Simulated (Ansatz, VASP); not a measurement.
## Cross-check of Pb (Pb(111)) between VASP and Ansatz

Wanted: the spread between two codes on one cell, functional and k mesh. The structure shown is the end of the VASP relaxation below.

Method: plane waves, with VASP 6.6.1 beside it; single point at PBE, in Ansatz 0.2.0.

### Step 1. The structure

The cell holds 5 atoms: 5 Pb. Its edges and angles: a = 3.557 Å, b = 3.557 Å, c = 26.616 Å, α = 90.0°, β = 90.0°, γ = 60.0°. It derives from Pb. As first built, before any earlier steps moved the atoms (in the runner's words): 5 layers of fcc Pb, cut at this functional's lattice. Vacuum lies along c.

As a file:

```xyz
5
Lattice="3.5567 0.0000 0.0000 1.7783 3.0802 0.0000 0.0000 0.0000 26.6160" Properties=species:S:1:pos:R:3
Pb    3.5567    2.0534    7.7086
Pb    0.0000    0.0000   10.4088
Pb    1.7783    1.0267   13.3080
Pb    3.5567    2.0534   16.2072
Pb    0.0000    0.0000   18.9074
```

### Step 2. VASP: relaxation, PBE

This run makes the geometry at which the two programs are then compared.

Lines of VASP's logs that name or quote its potential files are left out, and so is its time.

Contents of INCAR:

```
SYSTEM = Pb
PREC = Normal
ENCUT = 320
EDIFF = 1E-06
NELM = 120
ISMEAR = 1
SIGMA = 0.15
LREAL = .FALSE.
ALGO = Fast
GGA = PE
NBANDS = 16
LORBIT = 11
LWAVE = .FALSE.
LCHARG = .FALSE.
KPAR = 4
IBRION = 2
NSW = 50
ISIF = 2
EDIFFG = -0.01
POTIM = 0.4
MAXMIX = 40
```

Contents of POSCAR:

```
Pb
1.0
    3.5566619275      0.0000000000      0.0000000000
    1.7783309637      3.0801595819      0.0000000000
    0.0000000000      0.0000000000     26.6160092132
Pb
5
Direct
    0.6666666700      0.6666666700      0.2817852900
    0.0000000000      0.0000000000      0.3908926500
    0.3333333300      0.3333333300      0.5000000000
    0.6666666700      0.6666666700      0.6091073500
    0.0000000000      0.0000000000      0.7182147100
```

Contents of KPOINTS:

```
Automatic mesh
0
Gamma
12 12 1
0 0 0
```

PAW data sets: Pb (PBE family, release 64).

Run with:

```bash
> mpirun -np 4 vasp_std
```

Numbers of over 12 decimals in the logs are rounded to 6 here.

The log of the run:

```text
[banner, memory and clock lines left out]
running    4 mpi-ranks, on    1 nodes
 distrk:  each k-point on    1 cores,    4 groups
 distr:  one band on    1 cores,    1 groups

 POSCAR found type information on POSCAR Pb
 POSCAR found :  1 types and       5 ions
 LDA part: xc-table for (Slater+PW92), standard interpolation
 POSCAR, INCAR and KPOINTS ok, starting setup
 FFT: planning ... GRIDC
 FFT: planning ... GRID_SOFT
 FFT: planning ... GRID
 WAVECAR not read
 entering main loop
       N       E                     dE             d eps       ncg     rms          rms(c)
DAV:   1     0.846982391545E+02    0.84698E+02   -0.45505E+03   608   0.604E+02
DAV:   2    -0.888562551133E+01   -0.93584E+02   -0.88855E+02   920   0.112E+02
DAV:   3    -0.172042457783E+02   -0.83186E+01   -0.82720E+01   792   0.416E+01
DAV:   4    -0.175261341412E+02   -0.32189E+00   -0.32085E+00   936   0.822E+00
DAV:   5    -0.175298540419E+02   -0.37199E-02   -0.37197E-02   808   0.104E+00    0.934E+00
RMM:   6    -0.174645435147E+02    0.65311E-01   -0.22913E-01   627   0.108E+00    0.564E+00
RMM:   7    -0.177023016913E+02   -0.23776E+00   -0.55367E-01   663   0.168E+00    0.231E+00
RMM:   8    -0.173996731785E+02    0.30263E+00   -0.27428E-01   658   0.115E+00    0.425E-01
RMM:   9    -0.174019326330E+02   -0.22595E-02   -0.31682E-02   700   0.489E-01    0.333E-01
RMM:  10    -0.174020082886E+02   -0.75656E-04   -0.22761E-03   647   0.181E-01    0.152E-01
RMM:  11    -0.174019171541E+02    0.91134E-04   -0.72199E-04   654   0.895E-02    0.365E-02
RMM:  12    -0.174018381824E+02    0.78972E-04   -0.14591E-04   613   0.480E-02    0.154E-02
RMM:  13    -0.174017986875E+02    0.39495E-04   -0.13404E-04   611   0.394E-02    0.143E-02
RMM:  14    -0.174018191275E+02   -0.20440E-04   -0.28640E-05   633   0.179E-02    0.718E-03
RMM:  15    -0.174018460460E+02   -0.26919E-04   -0.90569E-06   526   0.102E-02    0.370E-03
RMM:  16    -0.174018827554E+02   -0.36709E-04   -0.39937E-06   475   0.633E-03    0.339E-03
RMM:  17    -0.174019228772E+02   -0.40122E-04   -0.52796E-06   454   0.568E-03    0.432E-03
RMM:  18    -0.174019312499E+02   -0.83727E-05   -0.49505E-07   365   0.235E-03    0.167E-03
RMM:  19    -0.174019536514E+02   -0.22401E-04   -0.10473E-06   386   0.243E-03    0.118E-03
RMM:  20    -0.174019552899E+02   -0.16385E-05   -0.95657E-08   245   0.124E-03    0.581E-04
RMM:  21    -0.174019565810E+02   -0.12911E-05   -0.56019E-08   236   0.116E-03    0.311E-04
RMM:  22    -0.174019567631E+02   -0.18205E-06   -0.10852E-08   217   0.103E-03
   1 F= -.17401957E+02 E0= -.17399347E+02  d E =-.174020E+02
[... from here on, the cycles between the ionic steps are left out ...]
   2 F= -.17407215E+02 E0= -.17404784E+02  d E =-.525868E-02
   3 F= -.17420165E+02 E0= -.17418219E+02  d E =-.182086E-01
   6 F= -.17432354E+02 E0= -.17430772E+02  d E =-.573763E-03
   7 F= -.17433989E+02 E0= -.17432463E+02  d E =-.220912E-02
   8 F= -.17436915E+02 E0= -.17435618E+02  d E =-.513437E-02
   9 F= -.17440931E+02 E0= -.17440476E+02  d E =-.915070E-02
  10 F= -.17434262E+02 E0= -.17434696E+02  d E =-.248194E-02
  11 F= -.17441505E+02 E0= -.17441383E+02  d E =-.972525E-02
  12 F= -.17441582E+02 E0= -.17441600E+02  d E =-.980208E-02
  13 F= -.17441054E+02 E0= -.17440601E+02  d E =0.528534E-03
 trial-energy change:    0.000529  1 .order    0.000540   -0.001857    0.002937
 step:   7.2348(harm=  7.1710)  dis= 0.01158  next Energy=   -17.441946 (dE=-0.364E-03)
 bond charge predicted
       N       E                     dE             d eps       ncg     rms          rms(c)
DAV:   1    -0.174414173289E+02   -0.36395E-03   -0.12119E-01   624   0.161E+00    0.175E-01
RMM:   2    -0.174418290919E+02   -0.41176E-03   -0.61233E-03   608   0.401E-01    0.816E-02
RMM:   3    -0.174419296117E+02   -0.10052E-03   -0.74465E-04   638   0.142E-01    0.769E-02
RMM:   4    -0.174419404732E+02   -0.10862E-04   -0.11357E-04   679   0.545E-02    0.701E-02
RMM:   5    -0.174419424516E+02   -0.19784E-05   -0.17841E-05   607   0.224E-02    0.662E-02
RMM:   6    -0.174419429616E+02   -0.51002E-06   -0.21386E-06   442   0.843E-03
  14 F= -.17441943E+02 E0= -.17441762E+02  d E =-.360646E-03
 curvature:  -4.75 expect dE=-0.293E-06 dE for cont linesearch -0.813E-07
 trial: gam= 0.00000 g(F)=  0.618E-07 g(S)=  0.000E+00 ort =-0.151E-05 (trialstep = 0.163E+02)
 search vector abs. value=  0.619E-07
 reached required accuracy - stopping structural energy minimisation
```

OUTCAR, selected parts (step 2):

```text
ion  position               nearest neighbor table
   1  0.667  0.667  0.282-   2 3.56   2 3.56   2 3.56
   2  0.000  0.000  0.391-   3 3.56   3 3.56   3 3.56   1 3.56   1 3.56   1 3.56
   3  0.333  0.333  0.500-   2 3.56   4 3.56   4 3.56   2 3.56   2 3.56   4 3.56
   4  0.667  0.667  0.609-   3 3.56   3 3.56   3 3.56   5 3.56   5 3.56   5 3.56
   5  0.000  0.000  0.718-   4 3.56   4 3.56   4 3.56

  LATTYP: Found a hexagonal cell.
 ALAT       =     3.5566619275
 C/A-ratio  =     7.4834239958

 Subroutine GETGRP returns: Found 12 space group operations
 (whereof  6 operations were pure point group operations)

The static configuration has the point symmetry C_3v.
 The point group associated with its full space group is D_3d.

 Found     19 irreducible k-points:

   k-points           NKPTS =     19   k-points in BZ     NKDIM =     19   number of bands    NBANDS=     16

   dimension x,y,z NGX =    16 NGY =   16 NGZ =  120
   dimension x,y,z NGXF=    32 NGYF=   32 NGZF=  240

   ENCUT  =  320.0 eV  23.52 Ry    4.85 a.u.   5.19  5.19 38.82*2*pi/ulx,y,z

   NELECT =      20.0000    total number of electrons

 k-points in reciprocal lattice and weights: Automatic mesh
   0.00000000  0.00000000  0.00000000       0.007
   0.08333333 -0.00000000  0.00000000       0.042
   0.16666667 -0.00000000  0.00000000       0.042
   0.25000000  0.00000000  0.00000000       0.042
   0.33333333 -0.00000000  0.00000000       0.042
   0.41666667 -0.00000000  0.00000000       0.042
   0.50000000  0.00000000  0.00000000       0.021
   0.16666667  0.08333333  0.00000000       0.042
   0.25000000  0.08333333  0.00000000       0.083
[...]
-0.41666667  0.25000000  0.00000000       0.083
  -0.33333333  0.33333333  0.00000000       0.014

 average (electrostatic) potential at core
       1 -46.8693       2 -46.7566       3 -46.9109       4 -46.7566       5 -46.8693

 E-fermi :   0.9302

 k-point     1 :       0.0000    0.0000    0.0000
  band No.  band energies     occupation
    ...
      4      -8.2352      2.00000
      5      -7.4425      2.00000
      6      -2.5858      2.00000
      7      -1.1232      2.00000
      8       0.9668      0.60027
      9       3.0297     -0.00000
     10       4.1602      0.00000
     11       4.3944      0.00000
     12       5.8311      0.00000
     13       5.9543      0.00000
    ...

 k-point     2 :       0.0833   -0.0000    0.0000
  band No.  band energies     occupation
    ...
      3      -9.3137      2.00000
      4      -8.1326      2.00000
      5      -7.3490      2.00000
      6      -2.4606      2.00000
      7      -1.0145      2.00000
      8       1.0388      0.06388
      9       3.0726     -0.00000
     10       4.2376      0.00000
     11       4.4590      0.00000
     12       4.9168      0.00000
    ...

 k-point     3 :       0.1667   -0.0000    0.0000
  band No.  band energies     occupation
    ...
      3      -8.9876      2.00000
      4      -7.8304      2.00000
      5      -7.0767      2.00000
      6      -2.0936      2.00000
      7      -0.7084      2.00000
      8       1.1555     -0.05509
      9       2.6600     -0.00000
     10       2.9013     -0.00000
     11       3.6041     -0.00000
     12       3.7648     -0.00000
    ...

  Total        0.3714445      0.3714445      0.0163212     -0.0000000      0.0000000      0.0000000
  in kB        2.0410128      2.0410128      0.0896816     -0.0000000      0.0000000      0.0000000
  external PRESSURE =       1.3905691 kB  Pullay stress =       0.0000000 kB

  energy-cutoff  :      320.00
  volume of cell :      291.58
      direct lattice vectors                 reciprocal lattice vectors
     3.556661927  0.000000000  0.000000000     0.281162511 -0.162329252  0.000000000
     1.778330964  3.080159582  0.000000000     0.000000000  0.324658503  0.000000000
     0.000000000  0.000000000 26.616009213     0.000000000  0.000000000  0.037571373

 POSITION                                       TOTAL-FORCE (eV/Angst)
 -----------------------------------------------------------------------------------
      3.55666      2.05344      7.70859        -0.000000      0.000000      0.000755
      0.00000      0.00000     10.40879         0.000000     -0.000000     -0.000481
      1.77833      1.02672     13.30800         0.000000      0.000000      0.000000
      3.55666      2.05344     16.20722        -0.000000     -0.000000      0.000481
      0.00000      0.00000     18.90742         0.000000     -0.000000     -0.000755
 -----------------------------------------------------------------------------------
    total drift:                               -0.000002     -0.000001     -0.000034

  FREE ENERGIE OF THE ION-ELECTRON SYSTEM (eV)
  ---------------------------------------------------
  free  energy   TOTEN  =       -17.4419429616 eV

  energy  without entropy=      -17.4414010340  energy(sigma->0) =      -17.44176232

 reached required accuracy - stopping structural energy minimisation

 total charge
# of ion       s       p       d       tot
------------------------------------------
    1        1.732   1.278   0.054   3.064
    2        1.731   1.343   0.072   3.146
    3        1.742   1.266   0.065   3.073
    4        1.731   1.343   0.072   3.146
    5        1.732   1.278   0.054   3.064
--------------------------------------------------
tot          8.668   6.508   0.317  15.493

[... 3 further parts left out ...]
```

CONTCAR:

```
Pb
   1.00000000000000
     3.5566619275000000    0.0000000000000000    0.0000000000000000
     1.7783309637000000    3.0801595818999998    0.0000000000000000
     0.0000000000000000    0.0000000000000000   26.6160092132000017
  Pb
     5
Direct
     0.6666666699999979    0.6666666699999979    0.2896223215514415
     0.0000000000000000    0.0000000000000000    0.3910724670254314
     0.3333333300000021    0.3333333300000021    0.5000000000000000
     0.6666666699999979    0.6666666699999979    0.6089275329745685
     0.0000000000000000    0.0000000000000000    0.7103776784485586
```

The data set Pb keeps the semicore shell frozen, which is cheaper and a little less accurate.

### Step 3. Ansatz: single point, PBE

Ansatz runs on its default PAW (the set named soft_2) files.

The same cell, functional, mesh and smearing now go to Ansatz, which takes its cutoff from its data sets.

Contents of input.yaml:

```yaml
crystal:
  lattice:
    - [3.55666193, 0.0, 0.0]
    - [1.77833096, 3.08015958, 0.0]
    - [0.0, 0.0, 26.61600921]
  atoms:
    - { symbol: Pb, position: [0.66666667, 0.66666667, 0.28962232] }
    - { symbol: Pb, position: [0.0, 0.0, 0.39107247] }
    - { symbol: Pb, position: [0.33333333, 0.33333333, 0.5] }
    - { symbol: Pb, position: [0.66666667, 0.66666667, 0.60892753] }
    - { symbol: Pb, position: [0.0, 0.0, 0.71037768] }
hamiltonian:
  xc: pbe
  pseudopotentials: { kind: paw }
kpoints:
  mp_grid: { grid: [12, 12, 1] }
scf:
  occupations: { method: methfessel_paxton, width: 0.15 }
  n_extra_bands: 5
output:
  forces: true
  eigenvalues: true
```

Run with:

```bash
> ansatz run input.yaml --threads 2 --pin off --max-ram 4608MiB --backend cpu --events-out ev --progress --plain --runs-dir out
```

The log of the run:

```text
scf.n_extra_bands = 5 over 35 filled bands (N_el = 70.0): the run solves 40 bands
Engine: ansatz 0.2.0, x86_64-unknown-linux-gnu
Pseudopotentials: kind: paw
Pseudopotential: Pb, paw, valence charge 14, recommended cutoff 420 eV (normal), Pb.paw.azcp
Functional definition: PBE
  parameter kappa = 0.804
  parameter beta = 0.066725
  exchange = pbe_x(kappa = kappa, mu = beta*pi^2/3)
  correlation = pbe_c(beta = beta)
Crystal: 5 atoms, lattice volume = 291.581 Å³
Basis set: ecut = 420 eV, 5615 PW (Γ), exchange–correlation on 48×48×360 points (8 copies of the dense FFT grid, shifted against one another)
Bands: 40, of which v1, the nominal top of the filled ones, is band 35 counted from 1 (34 counted from 0)
Symmetry: 12 space group operations
Space group: P-3m1 (ITA 164), of the structure as read, at distance tolerance 6.6e-5 Å
k-points: 19 of 144
Non-local potential: Pb, projectors of the file, l = 0: 2, l = 1: 2, l = 2: 2, l = 3: 2
PAW form: soft (Blöchl's): semilocal exchange-correlation on the pseudo side does not see the compensation charge
PAW one-centre angular grid: Pb, 590 points (default); XC on 64 Gauss nodes
Initial density: superposition of atomic densities (neutral atoms: chi_scale 0, normalization atom), corrected by the library's trained network
Initial wavefunctions: pseudopotential atomic-orbital guess
Functional: x = pbe(κ = 0.804, μ = 0.219515), c = pbe(β = 0.066725)
SCF iter   1: F=—  HF=-59531.663252 eV  |F-HF|=—  |Δ(HF+E_count)|=         —  Δρ=1.22e-3  dr2=1.49e-1  ethr=1.77e-3  ⟨swp⟩=6.6  Hψ=3086  notcnv=0
preconditioner: auto → LDOS  [metal: Δε(μ)=0.039 eV  Ē_g=15.379 eV  σ=0.150 eV  W_gap=0.21  n_scr=48 (ndim 8)  ℏωp=18.2 eV  f_vac=0.433  D(μ)=3.06/eV (n_scr^D=10)  β→1.0]
SCF iter   2: F=—  HF=-59531.657945 eV  |F-HF|=—  |Δ(HF+E_count)|=   5.31e-3  S|Δr|=    0.00e0  Δρ=5.24e-4  dr2=1.32e-3  ethr=2.13e-4  ⟨swp⟩=1.7  Hψ=953  notcnv=0  defer=8
SCF iter   3: F=—  HF=-59531.657905 eV  |F-HF|=—  |Δ(HF+E_count)|=   3.94e-5  S|Δr|=    0.00e0  Δρ=3.87e-4  dr2=1.55e-3  ethr=1.89e-6  ⟨swp⟩=2.6  Hψ=1461  notcnv=0  defer=8
SCF iter   4: F=—  HF=-59531.657723 eV  |F-HF|=—  |Δ(HF+E_count)|=   1.82e-4  S|Δr|=    0.00e0  Δρ=7.76e-5  dr2=3.07e-5  ethr=1.89e-6  ⟨swp⟩=2.2  Hψ=1298  notcnv=0  defer=8
SCF iter   5: F=—  HF=-59531.657757 eV  |F-HF|=—  |Δ(HF+E_count)|=   3.34e-5  S|Δr|=    0.00e0  Δρ=1.82e-5  dr2=1.26e-6  ethr=4.39e-8  ⟨swp⟩=2.0  Hψ=1414  notcnv=0  defer=8
SCF iter   6: F=—  HF=-59531.657757 eV  |F-HF|=—  |Δ(HF+E_count)|=   6.06e-8  S|Δr|=    0.00e0  Δρ=6.31e-6  dr2=2.59e-7  ethr=1.43e-10  ⟨swp⟩=10.8  Hψ=4513  notcnv=0
SCF iter   7: F=-59531.657757 eV  HF=-59531.657757 eV  |F-HF|=8.08e-10  |Δ(HF+E_count)|=   4.42e-8  S|Δr|=    0.00e0  Δρ=1.60e-6  dr2=1.76e-8  ethr=1.43e-10  ⟨swp⟩=5.7  Hψ=3105  notcnv=0
SCF 1 converged in 7 iterations: F = -59531.657757 eV  dr2 = 1.76e-8
  greatest PAW one-centre occupation: 0.978 electrons in one spin orbital (limit 2), on the Pb atom at site 2 (counted from 0), in its partial waves of l = 2
SCF converged after 7 iterations
Stability not checked: this state was not tested for a lower state beside it, because cold or Methfessel-Paxton smearing, or corrected tetrahedra, fill the levels in a way that the test cannot read (fill_not_monotonic; see scf.lower_state_search)
Free energy (F): -59531.657757 eV
Harris-Foulkes:  -59531.657757 eV  (|F-HF|=8.08e-10)
Internal energy: -59531.656835 eV  (E = F + TS)
E sigma→0 (E₀):  -59531.657526 eV
Entropy (-TS):   -0.000922 eV (-0.184 meV/atom)
Fermi energy:    4.046879 eV
--- Per-component energies (eV) ---
  E_band       = -670.175073
  E_kinetic    = 1442.635106
  E_local      = -46186.829040  (includes V_loc(G=0)·N_el)
  E_nonlocal   = 1747.658207
  E_hartree    = 22330.356507
  E_xc         = -1102.494173
  E_vxc        = -660.536708  (∫ρ·V_xc dr)
  E_paw        = -52027.851554  (= ΣΔE_a)
  E_vpaw       = -1673.813984  (= ΣTr[D̂ρ^β])
  E_aug_tail   = 0.000246  (compensation charges beyond the density's cutoff)
  E_ewald      = 14264.867866
  E_smearing   = -0.000922  (= −TS)
  E_closure    = -0.000000  (closes the sum)
  Σ components = -59531.657757   (vs F -59531.657757, Δ=0.00e0)
--- Forces (eV/Å), atoms counted from 1 ---
  atom   1  Pb    -0.00000000    -0.00000000    -0.01250752
  atom   2  Pb     0.00000000     0.00000000    -0.00496090
  atom   3  Pb     0.00000000     0.00000000     0.00000000
  atom   4  Pb    -0.00000000    -0.00000000     0.00496090
  atom   5  Pb     0.00000000    -0.00000000     0.01250752
  max |Σ_I F_I| component: 2.78e-17 eV/Å
--- Band table (eV; the first three rows and the last of 19) ---
  k-point 0: bands = [... 31 lower, 1.9915, 4.0835, 6.1456, 7.2795, 7.5583, 8.9865, 9.0841, 9.2818, ... 1 higher]
  k-point 1: bands = [... 31 lower, 2.1003, 4.1550, 6.1882, 7.3562, 7.6190, 8.0228, 8.3438, 8.7671, ... 1 higher]
  k-point 2: bands = [... 31 lower, 2.4060, 4.2701, 5.7748, 6.0103, 6.7137, 6.8749, 7.6035, 7.8764, ... 1 higher]
  k-point 18: bands = [... 31 lower, 1.6771, 1.6771, 1.9494, 2.4425, 2.4425, 3.2421, 3.4534, 3.4534, ... 1 higher]
```

The job ended after 4.8 s (2 threads of AMD EPYC 7B13 (Zen 3), shared host; peak memory 0.65 GiB; 9.4 s of CPU time).

### Step 4. Comparison

Known differences besides the potentials themselves: the data sets hold 70 valence electrons in Ansatz (default PAW (the set named soft_2) files) and 20 in VASP; the cutoff is 420 eV in Ansatz and 320 eV in VASP (PREC = Normal); VASP leaves aspherical gradient terms in its spheres out (LASPH is not set), Ansatz keeps them. Total energies have different zeros and are not compared.

At this near-relaxed geometry the largest component of a force difference is 13 meV/Å. VASP's last cycles still show a density residual of 7e-03, so its state may not be settled.

### Step 5. Summary of results

```
r.m.s. force difference (single point, PBE) : 5.1 meV/Å
```

The r.m.s. force difference is 5.1 meV/Å (single point, PBE), within the 12 meV/Å picked in this series as the mark of a large difference. Such differences can come from data sets, numerical settings and the points named under the comparisons, not from the functional's error against experiment.

[Lines on the potential files, build, host, timing and source positions are cut from VASP's logs without a mark.]

[Logs are printed without paths, hosts, clocks, repeated set-up lines and the standing remarks that a program may print on its own settings, such as how far it seeks lower states.]

[Hosts, paths, dates, database ids (printed as entryN), source tags and the programs' standing remarks are cut or masked in the printed files.]
